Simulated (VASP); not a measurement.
```
Be
1.0
    1.16876    -1.98963     0.00000
    1.16876     1.98963     0.00000
    0.00000     0.00000     3.54255
Be
2
Direct
  0.33333   0.66667   0.25000
  0.67797   0.34463   0.75000
```
Cell charge +0.02.

Calculation: PBE GGA, VASP's PBE PAW potentials (set 64) (plane waves; VASP). Settings: NELECT = 3.98, 400 eV cut-off, 16×16×9 Γ-centred mesh, Gaussian smearing of 0.050 eV, potentials Be.

The cell is charged, with a uniform compensating background.

**Question.** Give the force on each atom (eV/Å).

**Answer.** 
```
atom      Fx      Fy     Fz
----  ------  ------  -----
Be1    0.094   0.029  0.000
Be2   -0.094  -0.029  0.000
```

**Question.** Give the stress tensor in GPa (positive for a compressed cell).

**Answer.** 
```
-10.94   -0.46    0.00
 -0.46   -5.53    0.00
  0.00    0.00   -0.48
```
The pressure is its mean diagonal, -5.65 GPa.

The compound is Be in the hcp structure. The cell was not relaxed at this level, atoms are displaced from their ideal sites. The run is one of a series of settings (ISMEAR = 0, NELECT = 3.98, SIGMA = 0.05 against the base run), some of them coarse on purpose.
